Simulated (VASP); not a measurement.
Input:

```
CELL_PARAMETERS angstrom
      2.85684     1.64940     2.33115
     -2.85684     1.64940     2.33115
      0.00000    -3.29880     2.33115
ATOMIC_POSITIONS crystal
  Sc 0.00000 0.00000 0.00000
  F  0.50000 0.00193 0.99807
  F  0.99807 0.50000 0.00193
  F  0.00193 0.99807 0.50000
```

Calculation: PBEsol GGA, VASP's PBE PAW potentials (set 64) (plane waves; VASP). Settings: 400 eV cut-off, 7×7×7 Γ-centred mesh, Fermi-Dirac smearing of 0.050 eV, potentials Sc_sv F.

Question: Give the energies of bands 8 to 19 at the high-symmetry points, in eV from the valence-band maximum.

Answer: 
```tsv
band	Γ	L	T	P0	F
8	-1.73	-3.04	-3.10	-3.10	-3.07
9	-1.73	-1.53	-2.98	-2.98	-2.98
10	-1.72	-1.52	-2.98	-2.98	-2.23
11	-0.56	-1.19	-2.18	-2.18	-1.32
12	-0.56	-1.12	-2.18	-2.18	-1.09
13	-0.56	-1.12	-2.18	-2.18	-1.09
14	-0.52	-0.68	0.00	0.00	-0.90
15	-0.52	-0.53	0.00	0.00	-0.90
16	-0.52	-0.53	0.00	0.00	0.00
17	6.19	6.22	7.74	7.74	7.08
18	6.19	7.05	7.74	7.74	7.08
19	6.19	7.05	7.74	7.74	7.70
```

The gap is indirect, 6.19 eV, from the valence maximum at F to the conduction minimum at Γ.

The structure comes from a computed database's ScF3 entry (R32); how it stands against other phases isn't given here. The cell was not relaxed at this level.
